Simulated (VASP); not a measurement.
Input:

```xyz
4
Lattice="1.5379 -2.6637 0.0000 1.5379 2.6637 0.0000 0.0000 0.0000 5.0488" Properties=species:S:1:pos:R:3 pbc="T T T"
Si     1.5379    -0.8879     2.5226
Si     1.5379     0.8879     5.0470
C      1.5379    -0.8879     4.4195
C      1.5379     0.8879     1.8951
```

Level of theory: revTPSS meta-GGA, VASP's PBE PAW potentials (set 64) (plane waves; VASP). Settings: 520 eV cut-off, 9×9×5 Γ-centred mesh, tetrahedra with Blöchl corrections, potentials Si C.

The cores are frozen, which limits the accuracy of field gradients.

Problem. Give the principal components of the electric field gradient (V/Å²) and the asymmetry η at each nucleus.

Solution. 
```csv
atom,Vxx,Vyy,Vzz,η
Si1,-1.5,-1.5,3.0,0.00
Si2,-1.5,-1.5,3.0,0.00
C3,-1.1,-1.1,2.3,0.00
C4,-1.1,-1.1,2.3,0.00
```

The compound is SiC in the wurtzite structure, the rare 2H polytype. It was relaxed first.
